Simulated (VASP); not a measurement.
Given:

```xyz
2
Lattice="0.0000 2.6500 2.6500 2.6500 0.0000 2.6500 2.6500 2.6500 0.0000" Properties=species:S:1:pos:R:3 pbc="T T T"
Zn     0.0000     0.0000     0.0000
S      1.3250     1.3250     1.3250
```

These are PBE GGA, VASP's PBE PAW potentials (set 64) (plane waves; VASP) values and carry that method's errors. Settings: 300 eV cut-off, 11×11×11 Γ-centred mesh, Gaussian smearing of 0.010 eV, potentials Zn S.

At this cut-off the stress carries a Pulay error, which pulls relaxed volumes low.

### Question
Estimate the energy per atom (σ→0), pressure, band gap (on the k-mesh) with the smallest direct gap where there is one.

### Answer

* **band gap (on the k-mesh)**: 2.37 eV
* **smallest direct gap (on the k-mesh)**: 2.37 eV
* **energy per atom (σ→0)**: -3.393 eV/atom
* **pressure**: 6.52 GPa

The structure comes from a computed database's ZnS entry; how it stands against other phases isn't given here. The cell was not relaxed at this level.
